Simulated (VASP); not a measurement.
Consider the following.

```yaml
crystal:
  lattice:
    - [0.00000, 3.25644, 3.25644]
    - [3.25644, 0.00000, 3.25644]
    - [3.25644, 3.25644, 0.00000]
  atoms:
    - { symbol: Na, position: [0.25000, 0.25000, 0.25000] }
    - { symbol: Na, position: [0.75000, 0.75000, 0.75000] }
    - { symbol: S, position: [0.00000, 0.00000, 0.00000] }
```

These are PBEsol GGA, VASP's PBE PAW potentials (set 64) (plane waves; VASP 6.6.1) values and carry that method's errors. Settings: 520 eV cut-off, 6×6×6 Γ-centred mesh, Gaussian smearing of 0.050 eV, potentials Na_pv S.

Problem. Estimate the energy per atom (σ→0), band gap (on the k-mesh) with the smallest direct gap where there is one.

Solution. 
| Property | Value |
|---|---|
| band gap (on the k-mesh) | 2.41 eV |
| smallest direct gap (on the k-mesh) | 2.41 eV |
| energy per atom (σ→0) | -3.458 eV/atom |

Only differences to runs with the same potentials and settings are physical.

The compound is Na2S in the antifluorite structure. It was relaxed first.
